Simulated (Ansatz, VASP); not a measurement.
# Al (Al(211)): VASP beside Ansatz

Wanted: the spread between two codes on one cell, functional and k mesh. Of the first pair: The structure shown is the start of the Ansatz relaxation below; VASP solves that cell, so the two are compared at the walk's first step.

Program: Ansatz 0.2.0. Level of theory: plane waves, with VASP 6.6.1 beside it; PBE. Results are calculated unless marked as measured.

### 1. The starting structure

The cell holds 11 atoms: 11 Al. Its edges and angles: a = 2.864 Å, b = 7.015 Å, c = 25.267 Å, α = 90.0°, β = 90.0°, γ = 90.0°. Vacuum lies along c.

### 2. Ansatz: relaxation, PBE

Ansatz runs on its default PAW (the set named soft_2) files.

The two programs are compared at the cell with which this relaxation starts, whose forces are those of its first step.

Input file input.yaml:

```yaml
crystal:
  lattice:
    - [2.86378246, 0.0, 0.0]
    - [0.0, 7.01480577, 0.0]
    - [0.0, 0.0, 25.2670278819]
  atoms:
    - { symbol: Al, position: [0.5, 0.0, 0.3364068002] }
    - { symbol: Al, position: [0.0, 0.66666667, 0.3691254402] }
    - { symbol: Al, position: [0.5, 0.33333333, 0.4018440801] }
    - { symbol: Al, position: [0.0, 0.0, 0.4345627201] }
    - { symbol: Al, position: [0.5, 0.66666667, 0.46728136] }
    - { symbol: Al, position: [0.0, 0.33333333, 0.5] }
    - { symbol: Al, position: [0.5, 0.0, 0.53271864] }
    - { symbol: Al, position: [0.0, 0.66666667, 0.5654372799] }
    - { symbol: Al, position: [0.5, 0.33333333, 0.5981559199] }
    - { symbol: Al, position: [0.0, 0.0, 0.6308745598] }
    - { symbol: Al, position: [0.5, 0.66666667, 0.6635931998] }
kpoints:
  mp_grid: { grid: [10, 4, 1] }
hamiltonian:
  xc: pbe
scf:
  occupations: { method: fermi_dirac, width: 0.1 }
  convergence: { dr2_threshold: 1.0e-08 }
efield:
  axis: 3
  dipole_correction: true
  ramp_position: 0.97
  ramp_width: 0.06
relax:
  f_tol: 0.015
  max_steps: 90
  constraints: [{ sites: [0, 1, 2] }]
output:
  write_potential: true
  write_density: true
  volumetric_format: npy
```

Started as:

```bash
ansatz run input.yaml --threads 2 --pin off --max-ram 3072MiB --backend cpu --events-out ev --progress --plain --runs-dir out
```

Numbers of over 12 decimals in the logs are rounded to 6 here.

The log of the run:

```text
Engine: ansatz 0.2.0, x86_64-unknown-linux-gnu
Pseudopotentials: kind: paw
Pseudopotential: Al, paw, valence charge 3, recommended cutoff 420 eV (normal), Al.paw.azcp
Functional definition: PBE
  parameter kappa = 0.804
  parameter beta = 0.066725
  exchange = pbe_x(kappa = kappa, mu = beta*pi^2/3)
  correlation = pbe_c(beta = beta)
Crystal: 11 atoms, lattice volume = 507.586 Å³
Basis set: ecut = 420 eV, 9947 PW (Γ), exchange–correlation on 40×96×360 points (8 copies of the dense FFT grid, shifted against one another)
Bands: 28, of which v1, the nominal top of the filled ones, is band 17 counted from 1 (16 counted from 0)
Symmetry: 2 space group operations
k-points: 18 of 40 (time reversal used)
Non-local potential: Al, projectors of the file, l = 0: 2, l = 1: 2, l = 2: 1
PAW form: soft (Blöchl's): semilocal exchange-correlation on the pseudo side does not see the compensation charge
PAW one-centre angular grid: Al, 110 points (default); XC on 64 Gauss nodes
Initial density: superposition of atomic densities (neutral atoms: chi_scale 0, normalization atom), corrected by the library's trained network
Initial wavefunctions: pseudopotential atomic-orbital guess
Functional: x = pbe(κ = 0.804, μ = 0.219515), c = pbe(β = 0.066725)
SCF iter   1: F=—  HF=-5910.195542 eV  |F-HF|=—  |Δ(HF+E_count)|=         —  Δρ=1.08e-3  dr2=1.00e-2  ethr=1.77e-3  p=-0.000 e·Å  D=-5.00e-10 V/Å  ΔV_dip=0.00 eV  dr2_dipole=6.67e-7  V_vac-E_F(+/−)=4.00/4.00 eV  ⟨swp⟩=12.8  Hψ=3697  notcnv=0  defer=4
efield: sawtooth ramp at fractional position 0.9700 (set: `efield.ramp_position`, or a place that a band, a saddle search or an elastic batch's reference lends), width 0.0600; the density the first Hamiltonian is built on has a dipole p = -0.000 e·Å; the dipole correction subtracts the counter field D = -5.00e-10 V/Å, which shifts the + side's vacuum level by +0.00 eV against the − side's; the planar-averaged density in the ramp window peaks in size at 3.8e-6 e/Å³
preconditioner: auto → LDOS  [metal: Δε(μ)=0.014 eV  Ē_g=6.274 eV  σ=0.100 eV  W_gap=0.03  n_scr=34 (ndim 8)  ℏωp=9.5 eV  f_vac=0.517  D(μ)=4.78/eV (n_scr^D=24)  β→1.0]
SCF iter   2: F=—  HF=-5910.197191 eV  |F-HF|=—  |Δ(HF+E_count)|=   1.65e-3  Δρ=3.04e-4  dr2=1.35e-3  ethr=3.03e-5  p=-0.000 e·Å  D=-6.78e-6 V/Å  ΔV_dip=0.00 eV  dr2_dipole=7.34e-7  V_vac-E_F(+/−)=4.11/4.11 eV  ⟨swp⟩=2.7  Hψ=1106  notcnv=0  defer=10
SCF iter   3: F=—  HF=-5910.197253 eV  |F-HF|=—  |Δ(HF+E_count)|=   6.21e-5  Δρ=1.01e-4  dr2=1.47e-4  ethr=4.08e-6  p=-0.000 e·Å  D=-7.02e-7 V/Å  ΔV_dip=0.00 eV  dr2_dipole=4.95e-9  V_vac-E_F(+/−)=4.11/4.11 eV  ⟨swp⟩=2.6  Hψ=832  notcnv=0  defer=10
SCF iter   4: F=—  HF=-5910.197260 eV  |F-HF|=—  |Δ(HF+E_count)|=   7.01e-6  Δρ=2.39e-5  dr2=5.55e-6  ethr=4.44e-7  p=0.000 e·Å  D=2.45e-7 V/Å  ΔV_dip=-0.00 eV  dr2_dipole=6.12e-10  V_vac-E_F(+/−)=4.11/4.11 eV  ⟨swp⟩=2.4  Hψ=818  notcnv=0  defer=10
SCF iter   5: F=—  HF=-5910.197736 eV  |F-HF|=—  |Δ(HF+E_count)|=   4.76e-4  Δρ=6.73e-6  dr2=6.75e-7  ethr=1.68e-8  p=0.000 e·Å  D=2.60e-7 V/Å  ΔV_dip=-0.00 eV  dr2_dipole=7.18e-11  V_vac-E_F(+/−)=4.11/4.11 eV  ⟨swp⟩=2.2  Hψ=872  notcnv=0  defer=11
SCF iter   6: F=—  HF=-5910.197737 eV  |F-HF|=—  |Δ(HF+E_count)|=   5.63e-7  Δρ=1.62e-6  dr2=4.26e-8  ethr=2.05e-9  p=0.000 e·Å  D=7.13e-8 V/Å  ΔV_dip=-0.00 eV  dr2_dipole=3.94e-12  V_vac-E_F(+/−)=4.11/4.11 eV  ⟨swp⟩=2.6  Hψ=867  notcnv=0  defer=11
SCF iter   7: F=-5910.197737 eV  HF=-5910.197737 eV  |F-HF|=8.58e-9  |Δ(HF+E_count)|=   4.16e-8  Δρ=4.41e-7  dr2=2.50e-9  ethr=3.03e-11  p=0.000 e·Å  D=9.80e-9 V/Å  ΔV_dip=-0.00 eV  dr2_dipole=7.23e-13  V_vac-E_F(+/−)=4.11/4.11 eV  ⟨swp⟩=10.0  Hψ=3311  notcnv=0
SCF 1 converged in 7 iterations: F = -5910.197737 eV  dr2 = 2.50e-9
  greatest PAW one-centre occupation: 0.486 electrons in one spin orbital (limit 2), on the Al atom at site 0 (counted from 0), in its partial waves of l = 0
relax step   1: F+E_penalty+E_count = -5910.19773709 eV  Δ(F+E_penalty+E_count) = +0.000e0 eV  max|allowed force component| = 3.207e-1 eV/Å  Δτ_max = 0.0000 Å  (7 SCF iters, accepted)
[...]
relax step   2: F+E_penalty+E_count = -5910.23609357 eV  Δ(F+E_penalty+E_count) = -3.836e-2 eV  max|allowed force component| = 6.365e-2 eV/Å  Δτ_max = 0.1539 Å  (7 SCF iters, accepted)
[...]
relax step   3: F+E_penalty+E_count = -5910.23932704 eV  Δ(F+E_penalty+E_count) = -3.233e-3 eV  max|allowed force component| = 2.592e-2 eV/Å  Δτ_max = 0.0549 Å  (7 SCF iters, accepted)
[...]
relax step   4: F+E_penalty+E_count = -5910.23950531 eV  Δ(F+E_penalty+E_count) = -1.783e-4 eV  max|allowed force component| = 5.889e-3 eV/Å  Δτ_max = 0.0083 Å  (5 SCF iters, accepted)
NSCF: frozen V_eff on 18 k-points
the band table was solved once a step of the walk had ended and its energy, with any forces and stress, was formed, with the checks that follow a solve (3759 applications of the Hamiltonian). They found nothing against the state; the energy, forces and stress were not computed again (output.eigenvalues in the input reference)
SCF converged after 5 iterations
Free energy (F): -5910.239505 eV
Harris-Foulkes:  -5910.239505 eV  (|F-HF|=1.04e-8)
Internal energy: -5910.090436 eV  (E = F + TS)
E sigma→0 (E₀):  -5910.164970 eV
Entropy (-TS):   -0.149070 eV (-13.552 meV/atom)
Fermi energy:    0.267388 eV
Dipole field:    D = -0.000058 V/Å  (p = -0.000162 e·Å, saw-weighted, corrected)
Work function:   Φ+ = 4.1027 eV   Φ− = 4.1012 eV
Levels:          The Fermi level and band energies are counted from a zero that moves with the ramp; work functions are not
--- Per-component energies (eV) ---
  E_band       = -127.668325
  E_kinetic    = 237.970140
  E_local      = -8223.078804  (includes V_loc(G=0)·N_el)
  E_nonlocal   = 115.401652
  E_hartree    = 4045.408092
  E_xc         = -429.855267
  E_vxc        = -308.764629  (∫ρ·V_xc dr)
  E_paw        = -5140.329082  (= ΣΔE_a)
  E_vpaw       = -40.012779  (= ΣTr[D̂ρ^β])
  E_aug_tail   = -0.000023  (compensation charges beyond the density's cutoff)
  E_efield     = 0.000000  (sawtooth field / dipole correction)
  E_vefield    = -0.000008  (∫n·V_field dr)
  E_ewald      = 3484.392856
  E_smearing   = -0.149070  (= −TS)
  E_closure    = -0.000000  (closes the sum)
  Σ components = -5910.239505   (vs F -5910.239505, Δ=0.00e0)
--- Forces (eV/Å), atoms counted from 1 ---
  atom   1  Al     0.00000000     0.00988748     0.16141302
  atom   2  Al     0.00000000    -0.03557842     0.10683983
  atom   3  Al     0.00000000     0.02890995    -0.26390319
  atom   4  Al     0.00000000     0.00032159     0.00103682
  atom   5  Al     0.00000000    -0.00053164    -0.00117020
  atom   6  Al     0.00000000     0.00100859    -0.00588881
  atom   7  Al     0.00000000    -0.00221997    -0.00316824
  atom   8  Al     0.00000000    -0.00059756     0.00056847
  atom   9  Al     0.00000000    -0.00056857    -0.00082045
  atom  10  Al     0.00000000     0.00199295     0.00318099
  atom  11  Al     0.00000000    -0.00261669     0.00192753
  max |Σ_I F_I| component: 1.58e-5 eV/Å
--- Band table (eV; the first three rows and the last of 18) ---
  k-point 0: bands = [... 13 lower, -1.2414, 0.5459, 0.6291, 1.1065, 1.2415, 1.3001, 2.1958, 2.3309, ... 7 higher]
  k-point 1: bands = [... 13 lower, -1.3332, -0.9442, -0.2486, 0.1534, 0.9618, 1.6322, 1.8952, 2.6521, ... 7 higher]
  k-point 2: bands = [... 13 lower, -1.7677, -1.2347, -0.5726, -0.0319, 0.3620, 1.2049, 2.2631, 2.4884, ... 7 higher]
  k-point 17: bands = [... 13 lower, -0.8467, -0.1322, 0.1419, 0.3454, 0.3959, 0.7770, 0.8416, 1.3934, ... 7 higher]
--- Relaxed structure (4 steps of the walk, 4 accepted, 0 SCFs on fresh bases) ---
  F+E_penalty+E_count = -5910.23950531 eV   max|allowed force component| = 5.889e-3 eV/Å
  atoms:
    - { symbol: Al, position: [0.5, 0.0, 0.3364068002] }
    - { symbol: Al, position: [0.0, 0.666667, 0.3691254402] }
    - { symbol: Al, position: [0.5, 0.333333, 0.4018440801] }
    - { symbol: Al, position: [0.0, -0.00429956, 0.434012] }
    - { symbol: Al, position: [0.5, 0.659222, 0.467191] }
    - { symbol: Al, position: [0.0, 0.322193, 0.501669] }
    - { symbol: Al, position: [0.5, -0.012027, 0.531483] }
    - { symbol: Al, position: [0.0, 0.649166, 0.564136] }
    - { symbol: Al, position: [0.5, 0.312563, 0.603755] }
    - { symbol: Al, position: [0.0, -0.021506, 0.628214] }
    - { symbol: Al, position: [0.5, 0.651216, 0.660337] }
```

The column dr2 measures how far the density is from self-consistency, as an energy; F and HF (Harris–Foulkes) agree once it is small.

### 3. VASP: single point, PBE, start cell, pair 1

The same cell, functional, mesh and smearing now go to VASP, with its own data sets.

Lines of VASP's logs that name or quote its potential files are left out, and so is its time.

Input file INCAR:

```
SYSTEM = Al
PREC = Accurate
ENCUT = 400
EDIFF = 1E-06
NELM = 120
ISMEAR = -1
SIGMA = 0.1
LREAL = .FALSE.
ALGO = Normal
GGA = PE
NBANDS = 27
LORBIT = 11
LWAVE = .FALSE.
LCHARG = .FALSE.
ISIF = 2
LDIPOL = .TRUE.
IDIPOL = 3
DIPOL = 0.5 0.5 0.5
LVHAR = .TRUE.
LASPH = .TRUE.
GGA_COMPAT = .FALSE.
NELMDL = -8
KPAR = 2
```

Input file POSCAR:

```
Al
1.0
    2.8637824600      0.0000000000      0.0000000000
    0.0000000000      7.0148057700      0.0000000000
    0.0000000000      0.0000000000     25.2670278819
Al
11
Direct
    0.5000000000      0.0000000000      0.3364068002
    0.0000000000      0.6666666410      0.3691254486
    0.5000000000      0.3333333205      0.4018440969
    0.0000000000      0.0000000000      0.4345627056
    0.5000000000      0.6666666410      0.4672813540
    0.0000000000      0.3333333205      0.5000000024
    0.5000000000      0.0000000000      0.5327186507
    0.0000000000      0.6666666410      0.5654372990
    0.5000000000      0.3333333205      0.5981559078
    0.0000000000      0.0000000000      0.6308745562
    0.5000000000      0.6666666410      0.6635932045
```

Input file KPOINTS:

```
Automatic mesh
0
Gamma
10 4 1
0 0 0
```

PAW data sets: Al (PBE family, release 64).

Started as:

```bash
mpirun -np 2 vasp_std
```

The log of the run:

```text
[banner, memory and clock lines left out]
running    2 mpi-ranks, on    1 nodes
 distrk:  each k-point on    1 cores,    2 groups
 distr:  one band on    1 cores,    1 groups

 POSCAR found type information on POSCAR Al
 POSCAR found :  1 types and      11 ions
 LDA part: xc-table for (Slater+PW92), standard interpolation
 POSCAR, INCAR and KPOINTS ok, starting setup
 FFT: planning ... GRIDC
 FFT: planning ... GRID_SOFT
 FFT: planning ... GRID
 WAVECAR not read
 entering main loop
       N       E                     dE             d eps       ncg     rms          rms(c)
DAV:   1     0.917264053758E+02    0.91726E+02   -0.84466E+03   972   0.690E+02
DAV:   2    -0.343835629245E+02   -0.12611E+03   -0.11792E+03  1340   0.135E+02
DAV:   3    -0.403711878720E+02   -0.59876E+01   -0.58219E+01  1281   0.295E+01
DAV:   4    -0.406198292618E+02   -0.24864E+00   -0.24809E+00  1608   0.711E+00
DAV:   5    -0.406246779298E+02   -0.48487E-02   -0.48467E-02  1522   0.984E-01
DAV:   6    -0.406249886995E+02   -0.31077E-03   -0.31075E-03  1656   0.211E-01
DAV:   7    -0.406250005852E+02   -0.11886E-04   -0.11886E-04  1493   0.354E-02
DAV:   8    -0.406250016794E+02   -0.10942E-05   -0.10941E-05  1344   0.871E-03    0.473E+00
DAV:   9    -0.391842580379E+02    0.14407E+01   -0.46711E+00  1119   0.773E+00    0.271E+00
DAV:  10    -0.389721970087E+02    0.21206E+00   -0.70669E-01  1105   0.393E+00    0.155E+00
DAV:  11    -0.388816175385E+02    0.90579E-01   -0.29701E-01  1199   0.186E+00    0.424E-01
DAV:  12    -0.388768160411E+02    0.48015E-02   -0.29475E-02  1239   0.731E-01    0.252E-01
DAV:  13    -0.388734014292E+02    0.34146E-02   -0.46864E-03  1239   0.300E-01    0.106E-01
DAV:  14    -0.388727506549E+02    0.65077E-03   -0.16211E-03  1223   0.155E-01    0.559E-02
[...]
DAV:  19    -0.388750787250E+02   -0.21784E-03   -0.16753E-05  1161   0.134E-02    0.323E-03
DAV:  20    -0.388751079998E+02   -0.29275E-04   -0.53368E-06   984   0.531E-03    0.123E-03
DAV:  21    -0.388751215042E+02   -0.13504E-04   -0.13485E-06   904   0.306E-03    0.854E-04
DAV:  22    -0.388751532403E+02   -0.31736E-04   -0.43096E-06   912   0.394E-03    0.824E-04
DAV:  23    -0.388751714033E+02   -0.18163E-04   -0.10234E-06   866   0.222E-03    0.370E-04
DAV:  24    -0.388751789605E+02   -0.75572E-05   -0.21102E-07   814   0.132E-03    0.324E-04
DAV:  25    -0.388751837365E+02   -0.47760E-05   -0.26978E-07   763   0.116E-03    0.169E-04
DAV:  26    -0.388751841567E+02   -0.42024E-06   -0.30461E-08   751   0.640E-04
   1 F= -.38875184E+02 E0= -.38795975E+02  d E =-.158417E+00
```

From OUTCAR (step 3):

```text
ion  position               nearest neighbor table
   1  0.500  0.000  0.336-   4 2.86   4 2.86   3 2.86   2 2.86   2 2.86
   2  0.000  0.667  0.369-   5 2.86   5 2.86   4 2.86   3 2.86   3 2.86   1 2.86   1 2.86
   3  0.500  0.333  0.402-   5 2.86   6 2.86   6 2.86   4 2.86   4 2.86   2 2.86   2 2.86   1 2.86

  LATTYP: Found a simple orthorhombic cell.
 ALAT       =     2.8637824600
 B/A-ratio  =     2.4494897458
 C/A-ratio  =     8.8229564343

 Subroutine GETGRP returns: Found  4 space group operations
 (whereof  2 operations were pure point group operations)

The static configuration has the point symmetry C_1h.
 The point group associated with its full space group is C_2h.

 Found     18 irreducible k-points:

   k-points           NKPTS =     18   k-points in BZ     NKDIM =     18   number of bands    NBANDS=     27

   dimension x,y,z NGX =    20 NGY =   48 NGZ =  168
   dimension x,y,z NGXF=    40 NGYF=   96 NGZF=  336

   ENCUT  =  400.0 eV  29.40 Ry    5.42 a.u.   4.67 11.44 41.20*2*pi/ulx,y,z

   NELECT =      33.0000    total number of electrons

 k-points in reciprocal lattice and weights: Automatic mesh
   0.00000000  0.00000000  0.00000000       0.025
   0.10000000  0.00000000  0.00000000       0.050
   0.20000000  0.00000000  0.00000000       0.050
   0.30000000  0.00000000  0.00000000       0.050
   0.40000000  0.00000000  0.00000000       0.050
   0.50000000  0.00000000  0.00000000       0.025
   0.00000000  0.25000000  0.00000000       0.050
   0.10000000  0.25000000  0.00000000       0.100
   0.20000000  0.25000000  0.00000000       0.100
[...]
0.40000000  0.50000000  0.00000000       0.050
   0.50000000  0.50000000  0.00000000       0.025

 dipolmoment           0.000000      0.000000      0.000000 electrons x Angstroem

 average (electrostatic) potential at core
       1 -80.4164       2 -80.4159       3 -80.3710       4 -80.3533       5 -80.3922
       6 -80.4198       7 -80.3922       8 -80.3533       9 -80.3710      10 -80.4159
      11 -80.4164

 E-fermi :   0.2826

 k-point     1 :       0.0000    0.0000    0.0000
  band No.  band energies     occupation
    ...
     10      -4.4396      2.00000
     11      -3.0228      2.00000
     12      -2.2276      2.00000
     13      -2.1696      2.00000
     14      -1.2309      2.00000
     15       0.4942      0.21501
     16       0.5914      0.08724
     17       1.1221      0.00045
     18       1.2375      0.00014
     19       1.3379      0.00005
    ...

 k-point     2 :       0.1000    0.0000    0.0000
  band No.  band energies     occupation
    ...
     10      -4.2654      2.00000
     11      -2.8490      2.00000
     12      -2.0612      2.00000
     13      -2.0004      2.00000
     14      -1.0618      2.00000
     15       0.6569      0.04627
     16       0.7507      0.01837
     17       1.2772      0.00010
     18       1.3995      0.00003
     19       1.4929      0.00001
    ...

 k-point     3 :       0.2000    0.0000    0.0000
  band No.  band energies     occupation
    ...
     10      -3.7460      2.00000
     11      -2.3299      2.00000
     12      -1.5661      2.00000
     13      -1.4986      2.00000
     14      -0.5555      1.99954
     15       0.5762      0.10078
     16       1.1092      0.00051
     17       1.2337      0.00015
     18       1.4869      0.00001
     19       1.8349      0.00000
    ...

  Total       -5.3614390     -1.8807458     -0.6662591      0.0000000     -0.5863450      0.0000000
  in kB      -16.9231856     -5.9365051     -2.1030223      0.0000000     -1.8507764      0.0000000
  external PRESSURE =      -8.3209043 kB  Pullay stress =       0.0000000 kB

  energy-cutoff  :      400.00
  volume of cell :      507.59
      direct lattice vectors                 reciprocal lattice vectors
     2.863782460  0.000000000  0.000000000     0.349188534  0.000000000  0.000000000
     0.000000000  7.014805770  0.000000000     0.000000000  0.142555622  0.000000000
     0.000000000  0.000000000 25.267027882     0.000000000  0.000000000  0.039577271

 POSITION                                       TOTAL-FORCE (eV/Angst)
 -----------------------------------------------------------------------------------
      1.43189      0.00000      8.50000         0.000000      0.003606      0.178771
      0.00000      4.67654      9.32670         0.000000      0.018004      0.117845
      1.43189      2.33827     10.15341         0.000000      0.095701     -0.320432
      0.00000      0.00000     10.98011         0.000000     -0.030106     -0.027564
      1.43189      4.67654     11.80681         0.000000      0.038126      0.037869
      0.00000      2.33827     12.63351         0.000000      0.000000     -0.000000
      1.43189      0.00000     13.46022         0.000000     -0.038126     -0.037869
      0.00000      4.67654     14.28692         0.000000      0.030106      0.027564
      1.43189      2.33827     15.11362         0.000000     -0.095701      0.320432
      0.00000      0.00000     15.94033         0.000000     -0.018004     -0.117845
      1.43189      4.67654     16.76703         0.000000     -0.003606     -0.178771
 -----------------------------------------------------------------------------------
    total drift:                               -0.000000     -0.000000      0.000001

  FREE ENERGIE OF THE ION-ELECTRON SYSTEM (eV)
  ---------------------------------------------------
  free  energy   TOTEN  =       -38.8751841567 eV

  energy  without entropy=      -38.7167668414  energy(sigma->0) =      -38.79597550

 vacuum level on the upper side and lower side of the slab         4.399         4.399

 total charge
# of ion       s       p       d       tot
------------------------------------------
    1        0.481   0.278   0.000   0.758
    2        0.456   0.306   0.000   0.761
    3        0.444   0.317   0.000   0.762
    4        0.432   0.339   0.000   0.771
    5        0.432   0.338   0.000   0.770
    6        0.432   0.335   0.000   0.767
    7        0.432   0.338   0.000   0.770
    8        0.432   0.339   0.000   0.771
    9        0.444   0.317   0.000   0.762
   10        0.456   0.306   0.000   0.761
   11        0.481   0.278   0.000   0.758
--------------------------------------------------
tot          4.920   3.490   0.000   8.410

[... 3 further parts left out ...]
```

### 4. Side by side

Known differences besides the potentials themselves: the cutoff is 420 eV in Ansatz and 400 eV in VASP. Total energies have different zeros and are not compared.

Forces on 7 of the 11 atoms, those with the largest forces and the largest differences (eV/Å; atoms numbered as in POSCAR):

```tsv
atom	Ansatz x, y, z	VASP x, y, z
Al1	0.000, 0.004, 0.177	0.000, 0.004, 0.179
Al2	0.000, 0.018, 0.116	0.000, 0.018, 0.118
Al3	0.000, 0.095, -0.321	0.000, 0.096, -0.320
Al7	0.000, -0.038, -0.037	0.000, -0.038, -0.038
Al9	0.000, -0.095, 0.321	0.000, -0.096, 0.320
Al10	0.000, -0.018, -0.116	0.000, -0.018, -0.118
Al11	0.000, -0.004, -0.177	0.000, -0.004, -0.179
```

The forces differ by 0.7 meV/Å r.m.s., which is 0.7 % of the r.m.s. force of 0.099 eV/Å (both taken over all components). Where the cell holds vacuum, a pressure given here is an average over it and none of the material.

### 5. Ansatz: relaxation, PBE

This run makes the geometry at which the two programs are then compared.

The structure compared here is the end of the Ansatz relaxation.

This is the run of step 2 again, met here at its other cell.

(Continued in part 2 of 2.)

[Lines on the potential files, build, host, timing and source positions are cut from VASP's logs without a mark.]

[Logs are printed without paths, hosts, clocks, repeated set-up lines and the standing remarks that a program may print on its own settings, such as how far it seeks lower states.]

[Hosts, paths, dates, database ids (printed as entryN), source tags and the programs' standing remarks are cut or masked in the printed files.]
